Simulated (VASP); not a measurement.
A run of VASP 6.6.1 is set up as follows.

File INCAR:

```
  PREC = Accurate
  ENCUT = 520
  EDIFF = 1E-6
  ISMEAR = 0
  SIGMA = 0.02
  LREAL = F
  LASPH = T
  NELM = 100
  ALGO = Fast
  ISIF = 2
  LWAVE = F
  LCHARG = F
  GGA = CA
  NBANDS = 33
```

Contents of KPOINTS:

```
regular mesh
0
Gamma
  10 10 10
```

POSCAR

```
TiO2
1.0
   -1.8946000000      1.8946000000      4.7685000000
    1.8946000000     -1.8946000000      4.7685000000
    1.8946000000      1.8946000000     -4.7685000000
Ti O
2 4
Direct
    0.0000000000      0.0000000000      0.0000000000
    0.7500000000      0.2500000000      0.5000000000
    0.2069648848      0.2069648848      0.0000000000
    0.9569648848      0.4569648848      0.5000000000
    0.5430351152      0.0430351152      0.5000000000
    0.7930351152      0.7930351152      0.0000000000
```

Potentials or basis: VASP PAW LDA potentials, release 64 (Ti_sv, O).

The run is started by

```console
$ cat potpaw_LDA.64/Ti_sv/POTCAR potpaw_LDA.64/O/POTCAR > POTCAR
$ mpirun -np 1 vasp_std > vasp.out
```

Task: Estimate the band gap on the k mesh.

Result: 2.03 eV, indirect (least direct gap 2.34 eV).

Task: What does it give for the largest force?

Result: 0.037 eV/Å.

Task: Predict the pressure.

Result: -6.0 GPa.

Forces on the atoms (eV/Å):
```
Ti   0.000  0.000  0.000
Ti   0.000  0.000  0.000
O    0.000  0.000  0.037
O    0.000  0.000  0.037
O    0.000  0.000 -0.037
O    0.000  0.000 -0.037
```

A k mesh can miss the band edges.
